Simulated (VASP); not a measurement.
Calculation: r2SCAN meta-GGA, VASP's PBE PAW potentials (set 64) (plane waves; VASP).

VASP input:

### INCAR
```
SYSTEM  =  HgTe(110) slab
PREC  =  Normal; ENCUT  =  400; LREAL  =  .FALSE.
LASPH  =  .TRUE.
EDIFF  =  1E-6; NELM  =  100; NELMIN  =  4
ALGO  =  Normal; LMAXMIX  =  6; LMIXTAU  =  .TRUE.
ISMEAR  =  0; SIGMA  =  0.05
METAGGA  =  R2SCAN
LWAVE  =  .FALSE.; LCHARG  =  .FALSE.; LORBIT  =  11
LVHAR  =  .TRUE.
DIPOL  =  0.5 0.5 0.5
LDIPOL  =  .TRUE.; IDIPOL  =  3
```

File KPOINTS:
```
Automatic mesh
0
Gamma
  3 5 1
```

### POSCAR
```
HgTe(110) slab
1
    6.5781921352     0.0000000000     0.0000000000
    0.0000000000     4.6514844638     0.0000000000
    0.0000000000     0.0000000000    24.5774088701
Hg Te
4 4
Direct
  0.9596075242   0.0000000000   0.6128840176
  0.4904372495   0.5000000000   0.5700348871
  0.9904372495   0.0000000000   0.4299651129
  0.4596075242   0.5000000000   0.3871159824
  0.2754562958   0.0000000000   0.5381256816
  0.7744989305   0.5000000000   0.6533750896
  0.2744989305   0.0000000000   0.3466249104
  0.7754562958   0.5000000000   0.4618743184
```

POTCAR, in this order: Hg Te (PBE.64 set). Program: vasp_std. Read from the step before: WAVECAR.

Unless said otherwise, spin-orbit coupling is left out, though it shifts the bands of the heavy elements here.

Problem. What does the run give for the energy per atom (σ→0), band gap (on the k-mesh)?

Solution. 
- energy per atom (σ→0): -37.513 eV/atom
- band gap (on the k-mesh): 0.95 eV

OSZICAR:
```
       N       E                     dE             d eps       ncg     rms          rms(c)
DAV:   1    -0.300101007334E+03   -0.30010E+03   -0.81619E-06   528   0.224E-02    0.107E-03
DAV:   2    -0.300101003631E+03    0.37035E-05   -0.60064E-07   342   0.730E-03    0.603E-04
DAV:   3    -0.300101006061E+03   -0.24302E-05   -0.24507E-07   324   0.430E-03    0.297E-04
DAV:   4    -0.300101005586E+03    0.47530E-06   -0.20090E-07   324   0.362E-03
   1 F= -.30010101E+03 E0= -.30010101E+03  d E =-.208934E-14
```

The cell is a thin slab with vacuum, built from HgTe (zinc blende): (110) face.
